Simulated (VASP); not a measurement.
Output of a VASP run:

### OSZICAR
```
...
   2 F= -.83408159E+01 E0= -.83408159E+01  d E =-.174355E-02
       N       E                     dE             d eps       ncg     rms          rms(c)
DAV:   1    -0.771568957191E+01   -0.25241E-02   -0.41766E-01   412   0.380E+00    0.288E-01
DAV:   2    -0.771710567951E+01   -0.14161E-02   -0.16203E-02   476   0.886E-01    0.101E-01
DAV:   3    -0.771706798172E+01    0.37698E-04   -0.19286E-04   464   0.127E-01    0.803E-02
DAV:   4    -0.771705148604E+01    0.16496E-04   -0.60517E-05   464   0.530E-02    0.383E-02
DAV:   5    -0.771705379570E+01   -0.23097E-05   -0.12015E-05   472   0.216E-02    0.407E-03
DAV:   6    -0.771705430589E+01   -0.51019E-06   -0.42120E-07   460   0.531E-03    0.293E-03
DAV:   7    -0.771705446639E+01   -0.16050E-06   -0.72681E-08   276   0.225E-03    0.849E-04
DAV:   8    -0.771705448908E+01   -0.22686E-07   -0.40298E-08   220   0.142E-03
   3 F= -.83430711E+01 E0= -.83430711E+01  d E =-.399871E-02
       N       E                     dE             d eps       ncg     rms          rms(c)
DAV:   1    -0.771761257088E+01   -0.55810E-03   -0.40559E-02   412   0.118E+00    0.901E-02
DAV:   2    -0.771775109229E+01   -0.13852E-03   -0.15804E-03   476   0.276E-01    0.318E-02
DAV:   3    -0.771774767667E+01    0.34156E-05   -0.18840E-05   476   0.396E-02    0.251E-02
DAV:   4    -0.771774672800E+01    0.94867E-06   -0.60423E-06   464   0.167E-02    0.119E-02
DAV:   5    -0.771774733403E+01   -0.60603E-06   -0.11681E-06   472   0.676E-03    0.129E-03
DAV:   6    -0.771774748207E+01   -0.14804E-06   -0.38670E-08   236   0.171E-03    0.841E-04
DAV:   7    -0.771774753134E+01   -0.49265E-07   -0.10895E-08   216   0.941E-04
   4 F= -.83432085E+01 E0= -.83432085E+01  d E =-.413617E-02
       N       E                     dE             d eps       ncg     rms          rms(c)
DAV:   1    -0.771958869423E+01   -0.18412E-02   -0.73484E-02   408   0.148E+00    0.169E-01
DAV:   2    -0.771895649898E+01    0.63220E-03   -0.18665E-03   476   0.325E-01    0.770E-02
DAV:   3    -0.771861213226E+01    0.34437E-03   -0.36206E-04   492   0.122E-01    0.386E-02
DAV:   4    -0.771855400515E+01    0.58127E-04   -0.20184E-04   488   0.856E-02    0.957E-03
DAV:   5    -0.771855789473E+01   -0.38896E-05   -0.15641E-05   456   0.244E-02    0.822E-03
DAV:   6    -0.771855812553E+01   -0.23080E-06   -0.71432E-07   472   0.598E-03    0.486E-03
DAV:   7    -0.771855855214E+01   -0.42660E-06   -0.71163E-07   432   0.630E-03    0.806E-04
DAV:   8    -0.771855854456E+01    0.75802E-08   -0.18657E-08   240   0.106E-03
   5 F= -.83438233E+01 E0= -.83438233E+01  d E =-.614763E-03
       N       E                     dE             d eps       ncg     rms          rms(c)
DAV:   1    -0.772020205379E+01   -0.16435E-02   -0.82772E-02   408   0.157E+00    0.180E-01
DAV:   2    -0.771948605598E+01    0.71600E-03   -0.21010E-03   476   0.345E-01    0.816E-02
DAV:   3    -0.771909573207E+01    0.39032E-03   -0.40966E-04   500   0.130E-01    0.408E-02
DAV:   4    -0.771902940736E+01    0.66325E-04   -0.22926E-04   484   0.913E-02    0.102E-02
DAV:   5    -0.771903383566E+01   -0.44283E-05   -0.17781E-05   460   0.260E-02    0.878E-03
DAV:   6    -0.771903409422E+01   -0.25857E-06   -0.80820E-07   464   0.636E-03    0.521E-03
DAV:   7    -0.771903458184E+01   -0.48761E-06   -0.81710E-07   424   0.676E-03    0.845E-04
DAV:   8    -0.771903457324E+01    0.85943E-08   -0.21337E-08   264   0.114E-03
   6 F= -.83440424E+01 E0= -.83440424E+01  d E =-.833818E-03
```

**OUTCAR**
```
------------------------ aborting loop because EDIFF is reached ----------------------------------------
 Edisp (eV)   -0.62501
  FORCE on cell =-STRESS in cart. coord.  units (eV):
  Direction    XX          YY          ZZ          XY          YZ          ZX
  --------------------------------------------------------------------------------------
  Total      -0.24511    -0.24511    -0.24649     0.00000     0.00000    -0.00000
  in kB      -3.67679    -3.67679    -3.69750     0.00000     0.00000    -0.00000
  external pressure =       -3.68 kB  Pullay stress =        0.00 kB
  volume of cell :      106.81
      direct lattice vectors                 reciprocal lattice vectors
     2.088655038 -3.617656271  0.000000000     0.239388502 -0.138211030 -0.000000000
     2.088655038  3.617656271  0.000000000     0.239388502  0.138211030  0.000000000
     0.000000000 -0.000000000  7.067787994     0.000000000  0.000000000  0.141486983
 POSITION                                       TOTAL-FORCE (eV/Angst)
 -----------------------------------------------------------------------------------
      0.00000      0.00000      0.00000         0.000000      0.000000     -0.000000
      2.08866      1.20589      1.68042         0.000000     -0.000000     -0.000261
      2.08866     -1.20589      5.38737        -0.000000      0.000000      0.000261
 -----------------------------------------------------------------------------------
    total drift:                                0.000000      0.000000      0.000000
  FREE ENERGIE OF THE ION-ELECTRON SYSTEM (eV)
  ---------------------------------------------------
  free  energy   TOTEN  =        -8.3440423670 eV

  energy  without entropy=       -8.3440423670  energy(sigma->0) =       -8.34404237

 reached required accuracy - stopping structural energy minimisation
```
(Selected blocks of OUTCAR.)

POSCAR:
```
MgI2
1
    2.0991420227    -3.6358202036     0.0000000000
    2.0991420227     3.6358202036     0.0000000000
    0.0000000000     0.0000000000     6.9973453786
Mg I
1 2
Direct
  0.0000000000   0.0000000000   0.0000000000
  0.3333330000   0.6666670000   0.2424960597
  0.6666670000   0.3333330000   0.7575039403
```

**Question.** Write an INCAR and KPOINTS that could have produced this output.

**Answer.** One answer among several that fit: the input of the run itself, PBE GGA with D3 dispersion (zero damping), plane waves, VASP's PBE PAW potentials (set 64).

### KPOINTS
```
Automatic
0
gamma
6 6 3
```

### INCAR
```
GGA=PE   # PBE
LASPH=.TRUE.   # aspherical one-centre terms
SIGMA=0.05   # width (eV)
LWAVE=.FALSE.
ISIF=4   # ions and shape, fixed volume
EDIFFG=-0.01
NSW=30   # most ionic steps
SYSTEM=MgI2
ENCUT=520
LREAL=.FALSE.
NELM=100
ALGO=Normal   # blocked Davidson
IVDW=11   # D3, zero damping
PREC=Accurate
IBRION=2
LCHARG=.FALSE.
ISMEAR=0   # Gaussian
LMAXMIX=4   # l cut-off of mixed one-centre charges
EDIFF=1E-7
```

POTCAR, in this order: Mg I (PBE.64 set). Program: vasp_std.

The compound is MgI2 in the 1T layered structure. This cell is one point of a volume scan, at 1.03 of the reference volume. Symmetry was kept, so distortions that lower it aren't found.
